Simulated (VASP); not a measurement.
# What goes wrong when the gap of SiC (Moissanite 3C) is computed with a bad input, part 2 of 2

Aim: see how common mistakes in a band-structure run show up, on SiC (Moissanite 3C). The starting structure is a measured crystal structure from the Crystallography Open Database. Cell and atoms stay as given unless a step says otherwise.

VASP 6.6.1.

Results so far: reference 1.303 eV.

### Step 5. Bands with a cutoff far too low (continued)

Level of this step: LDA; plane waves and PAW (Si, C) (VASP).

Parts of OUTCAR (step 5):

```text
  Total       -4.4972810     -4.4972810     -4.4972810      0.0000000      0.0000000     -0.0000000
  in kB     -348.2241751   -348.2241751   -348.2241751      0.0000000      0.0000000     -0.0000000
  external PRESSURE =    -348.2241751 kB  Pullay stress =       0.0000000 kB

  FREE ENERGIE OF THE ION-ELECTRON SYSTEM (eV)
  ---------------------------------------------------
  free  energy   TOTEN  =       -16.7702201893 eV

  energy  without entropy=      -16.7702201893  energy(sigma->0) =      -16.77022019

[... 2 parts as in an earlier step ...]

[... 2 further parts left out ...]
[key lines of the parts left out:]
E-fermi :   8.5039
```

With a cutoff far too low the gap is 1.040 eV, -0.263 eV from the reference.

### Step 6. Bands with one electron missing

A slip made on purpose: one electron missing. Against step 2 the input has NELECT = 7 (also changed: NELM).

INCAR reads:

```
SYSTEM = SiC
PREC = Accurate
ENCUT = 460
EDIFF = 1E-06
NELM = 60
ISMEAR = 0
SIGMA = 0.03
LREAL = .FALSE.
ALGO = Normal
GGA = CA
NBANDS = 16
LORBIT = 11
LWAVE = .FALSE.
LCHARG = .FALSE.
KPAR = 4
NELECT = 7
```

POSCAR reads:

```
SiC
1.0
    0.0000000000      2.1790000000      2.1790000000
    2.1790000000      0.0000000000      2.1790000000
    2.1790000000      2.1790000000      0.0000000000
Si C
1 1
Direct
    0.0000000000      0.0000000000      0.0000000000
    0.7500000000      0.7500000000      0.7500000000
```

KPOINTS reads:

```
Automatic mesh
0
Gamma
8 8 8
0 0 0
```

KPOINTS_OPT reads:

```
Line mode
10
Line-mode
Reciprocal
  0.00000000   0.00000000   0.00000000 GAMMA
  0.50000000   0.00000000   0.50000000 X

  0.50000000   0.00000000   0.50000000 X
  0.50000000   0.25000000   0.75000000 W

  0.50000000   0.25000000   0.75000000 W
  0.37500000   0.37500000   0.75000000 K

  0.37500000   0.37500000   0.75000000 K
  0.00000000   0.00000000   0.00000000 GAMMA

  0.00000000   0.00000000   0.00000000 GAMMA
  0.50000000   0.50000000   0.50000000 L

  0.50000000   0.50000000   0.50000000 L
  0.62500000   0.25000000   0.62500000 U

  0.62500000   0.25000000   0.62500000 U
  0.50000000   0.25000000   0.75000000 W

  0.50000000   0.25000000   0.75000000 W
  0.50000000   0.50000000   0.50000000 L

  0.50000000   0.50000000   0.50000000 L
  0.37500000   0.37500000   0.75000000 K

  0.62500000   0.25000000   0.62500000 U
  0.50000000   0.00000000   0.50000000 X
```

PAW data sets: Si and C (LDA family, release 64).

Run with:

```sh
$ mpirun -np 4 vasp_std
```

Log:

```text
[... set-up lines as in an earlier step ...]
 entering main loop
       N       E                     dE             d eps       ncg     rms          rms(c)
DAV:   1    -0.854013405077E+01   -0.85401E+01   -0.26189E+03   968   0.298E+02
DAV:   2    -0.234582856290E+02   -0.14918E+02   -0.14343E+02  1264   0.756E+01
DAV:   3    -0.237612902737E+02   -0.30300E+00   -0.29899E+00  1072   0.805E+00
DAV:   4    -0.237619774500E+02   -0.68718E-03   -0.68715E-03  1304   0.501E-01
DAV:   5    -0.237619795095E+02   -0.20595E-05   -0.20599E-05  1048   0.245E-02BRMIX: very serious problems
 the old and the new charge density differ
 old charge density:     8.00000 new    7.00000
BRMIX: very serious problems
 the old and the new charge density differ
 old charge density:     8.00000 new    7.00000
BRMIX: very serious problems
 the old and the new charge density differ
 old charge density:     8.00000 new    7.00000
BRMIX: very serious problems
 the old and the new charge density differ
 old charge density:     8.00000 new    7.00000
    0.704E+00
[...]
DAV:   9    -0.235275349876E+02    0.20751E-02   -0.88717E-03  1088   0.304E-01    0.147E-01
DAV:  10    -0.235275509326E+02   -0.15945E-04   -0.21244E-04  1064   0.692E-02    0.418E-02
DAV:  11    -0.235275488812E+02    0.20514E-05   -0.96499E-06  1216   0.135E-02    0.849E-03
DAV:  12    -0.235275488934E+02   -0.12207E-07   -0.20542E-07   656   0.223E-03
   1 F= -.23527549E+02 E0= -.23526900E+02  d E =-.129736E-02
 Start KPOINTS_OPT (optional k-point list driver)
k-point batch [1-29\100]
       N       E                     dE             ncg
DAV:   1     0.624759672074E+03   -0.63295E+04      952
DAV:   2     0.234004467005E+03   -0.39076E+03     1248
DAV:   3     0.226063719519E+03   -0.79407E+01     1152
DAV:   4     0.226044574911E+03   -0.19145E-01     1208
DAV:   5     0.226044511343E+03   -0.63568E-04     1144
DAV:   6     0.226044511059E+03   -0.28483E-06     1112
[...]
k-point batch [88-100\100]
       N       E                     dE             ncg
DAV:   1     0.453823459392E+04   -0.35820E+04      456
DAV:   2     0.436197043637E+04   -0.17626E+03      552
DAV:   3     0.435909271178E+04   -0.28777E+01      552
DAV:   4     0.435908599224E+04   -0.67195E-02      528
DAV:   5     0.435908596991E+04   -0.22335E-04      528
DAV:   6     0.435908596980E+04   -0.10391E-06      480
```

The job ended after 7 s (4 MPI ranks of AMD EPYC 7R43, shared host; peak memory 0.4 GiB).

Parts of OUTCAR (step 6):

```text
  Total      -11.6100304    -11.6100304    -11.6100304      0.0000000      0.0000000      0.0000000
  in kB     -898.9639038   -898.9639038   -898.9639038      0.0000000      0.0000000      0.0000000
  external PRESSURE =    -898.9639038 kB  Pullay stress =       0.0000000 kB

  FREE ENERGIE OF THE ION-ELECTRON SYSTEM (eV)
  ---------------------------------------------------
  free  energy   TOTEN  =       -23.5275488934 eV

  energy  without entropy=      -23.5262515297  energy(sigma->0) =      -23.52690021

[... 3 parts as in an earlier step ...]

[... 1 further part left out ...]
[key lines of the parts left out:]
E-fermi :   6.1661
```

With one electron missing there is no gap to read, since by its occupations the run counts as a metal (its levels may still leave one).

### Step 7. All runs side by side

```csv
run,ended,gap (eV),change (eV),core minutes
reference,converged,1.303,-,0.453
too few electronic steps,not converged,-,-,0.307
no empty bands,converged,-,-,0.12
a cutoff far too low,converged,1.04,-0.263,0.173
one electron missing,converged,none,-,0.467
```

Core minutes are wall time times ranks of the run shown, on a shared host.

### Step 8. Outcome

* reference gap: 1.303 eV
* gap with a cutoff far too low: 1.040 eV
* gap with one electron missing: none to read from the occupations
* run with too few electronic steps: not converged
* run with no empty bands: converged

**Reading.** The run with too few electronic steps didn't converge. The run without empty bands converged, and still can't show a gap. Finished, but with signs in the output that stand out against the reference: a cutoff far too low, with the gap changed by -0.26 eV (signs: a stress of up to 34.8 GPa); one electron missing, with no gap to read, since by its occupations the run counts as a metal (its levels may still leave one) (signs: a warning on the charge density and a stress of up to 89.9 GPa). Further runs on this material are not shown.

[Lines on the potential files, build, host, timing and source positions are cut from VASP's logs without a mark.]

[Logs are printed without paths, hosts, clocks, repeated set-up lines and the standing remarks that a program may print on its own settings, such as how far it seeks lower states.]

[Hosts, paths, dates, database ids (printed as entryN), source tags and the programs' standing remarks are cut or masked in the printed files.]
